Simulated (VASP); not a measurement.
Data:

```xyz
3
Lattice="0.0000 3.6025 3.6025 3.6025 0.0000 3.6025 3.6025 3.6025 0.0000" Properties=species:S:1:pos:R:3 pbc="T T T"
K      1.8013     1.8013     1.8013
K      5.4038     5.4038     5.4038
S      0.0000     0.0000     0.0000
```

Method: LDA (Ceperley-Alder, Perdew-Zunger), VASP's LDA PAW potentials (set 64) (plane waves; VASP). Numerical set-up: 400 eV cut-off, 5×5×5 Γ-centred mesh, Gaussian smearing of 0.050 eV, potentials K_sv S.

Q: Estimate the energy per atom (σ→0).

A: 
```yaml
energy per atom (σ→0): -3.469 eV/atom
```

Only differences to runs with the same potentials and settings are physical.

The compound is K2S in the antifluorite structure. It was relaxed first, which changed the volume by -8 %. The start is the result of an earlier pass.
